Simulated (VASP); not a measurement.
VASP input:

INCAR:
```
ALGO=Fast   ! Davidson, then RMM-DIIS
EDIFF=1E-6   ! SCF stop (eV)
ENCUT=520   ! plane-wave cut-off (eV)
PREC=Accurate
LCHARG=.FALSE.
ISMEAR=1   ! Methfessel-Paxton
LMAXMIX=6   ! l cut-off of mixed one-centre charges
NELM=100
LASPH=.TRUE.   ! aspherical one-centre terms
LREAL=.FALSE.
ISIF=2   ! forces and stress, cell fixed
SIGMA=0.1   ! width (eV)
GGA=PE
SYSTEM=TaC
LWAVE=.FALSE.
```

### POSCAR
```
TaC
3.216770
  0.0000000000   0.7071068183   0.7071068183
  0.7071068183   0.0000000000   0.7071068183
  0.7071068183   0.7071068183   0.0000000000
Ta C
1 1
Direct
  0.0000000000   0.0000000000   0.0000000000
  0.5000000000   0.5000000000   0.5000000000
```

File KPOINTS:
```
Regular mesh
0
G
 12 12 12
0 0 0
```

POTCAR, in this order: Ta_pv C (PBE.64 set). Program: vasp_std.

Task: Translate this PBE calculation to Ansatz.

Result: One equivalent input (not run):
Ansatz 0.2 input:
```yaml
crystal:
  lattice:
    - [0.0000000, 2.2746000, 2.2746000]
    - [2.2746000, 0.0000000, 2.2746000]
    - [2.2746000, 2.2746000, 0.0000000]
  atoms:
    - { symbol: Ta, position: [0.0000000, 0.0000000, 0.0000000] }
    - { symbol: C, position: [0.5000000, 0.5000000, 0.5000000] }
kpoints:
  mp_grid: { grid: [12, 12, 12] }
hamiltonian:
  xc: pbe
  pseudopotentials: { kind: paw }
scf:
  occupations: { method: methfessel_paxton, width: 0.1 }
  max_iter: 100
output: { forces: true, stress: true, eigenvalues: true }
```
The two are equivalent in intent, not identical: each code has its own PAW files, so the cut-off isn't converted (ENCUT is set for VASP's; basis.ecutwfc is left out, and Ansatz then takes the one that its files recommend); Ansatz stops its SCF on the density residual and VASP on the energy change (EDIFF).

The compound is TaC in the rock salt structure. The cell was not relaxed at this level. The run is one of a series of settings (ALGO = Fast against the base run), some of them coarse on purpose.
